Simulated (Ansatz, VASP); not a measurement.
# AgB2 in VASP and in Ansatz

```xyz
3
Lattice="2.9700 0.0000 0.0000 -1.4850 2.5721 0.0000 0.0000 0.0000 3.2400" Properties=species:S:1:pos:R:3 pbc="T T T"
Ag    0.0000    0.0000    0.0000
B     0.0000    1.7147    1.6200
B     1.4850    0.8574    1.6200
```

Change from the starting cell: equal xx and yy strain of -1 %.

Alike in both runs: task single point; functional PBEsol; k mesh 16 × 16 × 13; occupations fermi-dirac, width 0.05 eV; no spin polarisation.

```csv
,VASP,Ansatz
version,VASP 6.6.1,Ansatz 0.2.0
potentials or method,"VASP PAW PBE potentials, release 64 (Ag, B), cutoff 520 eV","all-electron LAPW, scalar-relativistic"
```

```tsv
	VASP	Ansatz	Ansatz less VASP
pressure (GPa)	54.8	54.6	-0.14
largest component of the traceless stress (GPa)	19.78	19.94	+0.165
```

Ansatz ran all-electron here, so the differences hold the error of VASP's frozen core and of both bases.

Caveats: so large a pressure means that the cell lies far from this level's equilibrium, or that cutoff or potentials fall short (VASP); the potentials were made for another functional, which shifts forces and pressure (VASP).
